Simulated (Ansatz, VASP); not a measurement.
# Two plane-wave programs on PtPbS3

```
Pt Pb S
1.0
     4.78791    0.00000    0.00000
     0.00000    4.78791    0.00000
     0.00000    0.00000    4.78791
Pt Pb S
1 1 3
Direct
  0.00000 0.00000 0.00000
  0.50000 0.50000 0.50000
  0.50000 0.00000 0.00000
  0.00000 0.50000 0.00000
  0.00000 0.00000 0.50000
```

Alike in both runs: functional PBE; k mesh 8 × 8 × 8; occupations gaussian, width 0.1 eV; no spin polarisation.

Ansatz relaxed the structure, and its values are those at the end. VASP's run is a single point on that final structure, the one shown.

|  | VASP | Ansatz |
| --- | --- | --- |
| version | VASP 6.6.1 | Ansatz 0.2.0 |
| potentials or method | VASP PAW PBE potentials, release 64 (Pt, Pb_d, S) | scalar-relativistic, plane waves, PAW |
| plane-wave cutoff (eV) | 520 | 420 |
| valence electrons in the cell | 42 | 50 |

Ansatz gave:

```
gap on the k mesh at the Fermi level (eV) : none
pressure (GPa)                            : 0.0
```

Q: Which values does VASP return?

A: gap on the k mesh at the Fermi level (eV): none; pressure (GPa): -0.2.

A gap of «none» marks a metal or a gap that the smearing closes. With one functional, cell and mesh, what is left measures potentials, basis and numerics. The two sets of potentials don't hold the same shells in valence.

The runs have no spin-orbit coupling, so splittings on Pb, Pt are missing.
